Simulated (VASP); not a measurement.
Computed with r2SCAN meta-GGA, VASP's PBE PAW potentials (set 64) (plane waves; VASP 6.6.1).

VASP ran on this input.

KPOINTS:
```
Automatic mesh
0
Gamma
13 13 13
0 0 0
```

**INCAR**
```
ALGO  =  Normal
CSHIFT  =  0.1
EDIFF  =  1E-7
ENCUT  =  520
ISMEAR  =  0
LASPH  =  .TRUE.
LCHARG  =  .FALSE.
LMAXMIX  =  4
LMIXTAU  =  .TRUE.
LOPTICS  =  .TRUE.
LPEAD  =  .TRUE.
LREAL  =  .FALSE.
LWAVE  =  .FALSE.
METAGGA  =  R2SCAN
NBANDS  =  39
NEDOS  =  1001
NELM  =  100
PREC  =  Accurate
SIGMA  =  0.01
SYSTEM  =  GaN
```

POSCAR:
```
GaN
1
    0.0000000000     2.2535000000     2.2535000000
    2.2535000000     0.0000000000     2.2535000000
    2.2535000000     2.2535000000     0.0000000000
Ga N
1 1
Direct
  0.0000000000   0.0000000000   0.0000000000
  0.7500000000   0.7500000000   0.7500000000
```

POTCAR, in this order: Ga_d N (PBE.64 set). Program: vasp_std.

What VASP printed:

OSZICAR:
```
       N       E                     dE             d eps       ncg     rms          rms(c)
DAV:   1     0.136347872101E+03    0.13635E+03   -0.64736E+03  9110   0.853E+02
DAV:   2    -0.129349739928E+02   -0.14928E+03   -0.12929E+03  6715   0.268E+02
DAV:   3    -0.266244254263E+02   -0.13689E+02   -0.13490E+02  7985   0.529E+01
DAV:   4    -0.268120296784E+02   -0.18760E+00   -0.18752E+00  7607   0.622E+00
DAV:   5    -0.268126260179E+02   -0.59634E-03   -0.59633E-03  7638   0.340E-01    0.718E+00
DAV:   6    -0.215500314995E+02    0.52626E+01   -0.13314E+00  8456   0.174E+01    0.277E+00
DAV:   7    -0.219237605055E+02   -0.37373E+00   -0.28697E-01  7098   0.339E+00    0.175E+00
DAV:   8    -0.217720768652E+02    0.15168E+00   -0.23147E-01  6685   0.248E+00    0.132E+00
DAV:   9    -0.217996348603E+02   -0.27558E-01   -0.14546E-01  6602   0.188E+00    0.574E-01
DAV:  10    -0.218940474321E+02   -0.94413E-01   -0.24694E-02  6559   0.107E+00    0.283E-01
DAV:  11    -0.219032652488E+02   -0.92178E-02   -0.10836E-03  8134   0.168E-01    0.291E-01
DAV:  12    -0.218980585075E+02    0.52067E-02   -0.32432E-04  7155   0.846E-02    0.141E-01
DAV:  13    -0.218968113768E+02    0.12471E-02   -0.16411E-03  7216   0.201E-01    0.910E-02
DAV:  14    -0.218968360076E+02   -0.24631E-04   -0.84176E-05  7963   0.414E-02    0.856E-02
DAV:  15    -0.218968311746E+02    0.48330E-05   -0.22595E-07  8425   0.243E-03    0.867E-02
DAV:  16    -0.218969583086E+02   -0.12713E-03   -0.23746E-05  6944   0.262E-02    0.348E-02
DAV:  17    -0.218969630442E+02   -0.47356E-05   -0.10547E-06  8325   0.106E-02    0.173E-02
DAV:  18    -0.218969678747E+02   -0.48305E-05   -0.77220E-07  7119   0.724E-03    0.123E-02
DAV:  19    -0.218969637480E+02    0.41267E-05   -0.61948E-07  7406   0.474E-03    0.613E-03
DAV:  20    -0.218969642776E+02   -0.52964E-06   -0.29135E-07  7154   0.338E-03    0.414E-03
DAV:  21    -0.218969626392E+02    0.16385E-05   -0.41013E-08  6986   0.170E-03    0.117E-03
DAV:  22    -0.218969620599E+02    0.57928E-06   -0.18079E-08  6106   0.698E-04    0.173E-04
DAV:  23    -0.218969617032E+02    0.35668E-06   -0.41813E-09  3948   0.350E-04    0.714E-05
DAV:  24    -0.218969617372E+02   -0.33991E-07   -0.47030E-10  3668   0.126E-04
   1 F= -.21896962E+02 E0= -.21896962E+02  d E =-.237405E-12
 imaginary and real dielectric function
```

**OUTCAR**
```
------------------------ aborting loop because EDIFF is reached ----------------------------------------
  FORCE on cell =-STRESS in cart. coord.  units (eV):
  Direction    XX          YY          ZZ          XY          YZ          ZX
  --------------------------------------------------------------------------------------
  Total       -0.0130862     -0.0130862     -0.0130862      0.0000000      0.0000000     -0.0000000
  in kB       -0.9160551     -0.9160551     -0.9160551      0.0000000      0.0000000     -0.0000000
  external PRESSURE =      -0.9160551 kB  Pullay stress =       0.0000000 kB
  volume of cell :       22.89
      direct lattice vectors                 reciprocal lattice vectors
     0.000000000  2.253500000  2.253500000    -0.221877080  0.221877080  0.221877080
     2.253500000  0.000000000  2.253500000     0.221877080 -0.221877080  0.221877080
     2.253500000  2.253500000  0.000000000     0.221877080  0.221877080 -0.221877080
  FREE ENERGIE OF THE ION-ELECTRON SYSTEM (eV)
  ---------------------------------------------------
  free  energy   TOTEN  =       -21.8969617372 eV

  energy  without entropy=      -21.8969617372  energy(sigma->0) =      -21.89696174

 plasma frequency squared (from intraband transitions) (eV^2)
  --------------------------------------------------------------------------------------
       0.000       0.000       0.000
       0.000       0.000       0.000
       0.000       0.000       0.000

 plasma frequency squared (from interband transitions, int dw w eps(2)(w)) (eV^2)
  --------------------------------------------------------------------------------------
     617.868       0.000      -0.000       0.000      -0.000      -0.000
      -0.000      -0.000     617.868       0.000       0.000       0.000
      -0.000       0.000       0.000      -0.000     617.868       0.000
```
(Selected blocks of OUTCAR.)

The dielectric response may not be converged in the k-mesh; for small gaps it tends to come out too large.

The structure comes from a computed database's GaN entry (F-43m); how it stands against other phases isn't given here. The cell was not relaxed at this level.
